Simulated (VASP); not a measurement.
```
CELL_PARAMETERS angstrom
      2.93800     0.00000     0.00000
      0.00000     2.93800     0.00000
      0.00000     0.00000     2.93800
ATOMIC_POSITIONS crystal
  Rh 0.00000 0.00000 0.00000
  B  0.50000 0.50000 0.50000
```

Computed with PBEsol GGA, VASP's PBE PAW potentials (set 64) (plane waves; VASP 6.6.1). Numerical set-up: 520 eV cut-off, 11×11×11 Γ-centred mesh, first-order Methfessel-Paxton smearing of 0.10 eV, potentials Rh_pv B.

Energy and stress use the plane-wave basis of the starting cell.

### Question
The ions, cell shape and volume are relaxed. Predict the relaxed structure.

### Answer

```
CELL_PARAMETERS angstrom
      2.68127     0.00000     0.00000
      0.00000     2.68127     0.00000
      0.00000     0.00000     2.68127
ATOMIC_POSITIONS crystal
  Rh 0.00000 0.00000 0.00000
  B  0.50000 0.50000 0.50000
```
Space group Pm-3m (221), at a tolerance of 0.03 Å.

### Question
How do energy and volume change from the first to the last step?

### Answer
The energy (σ→0) changes by -575.0 meV/atom and the volume by -24.0 %, in 5 ionic steps.

The structure was generated: RhB was put into the CsCl type type (Pm-3m), which need not be its known phase. This run relaxes it. Symmetry was kept, so distortions that lower it aren't found.
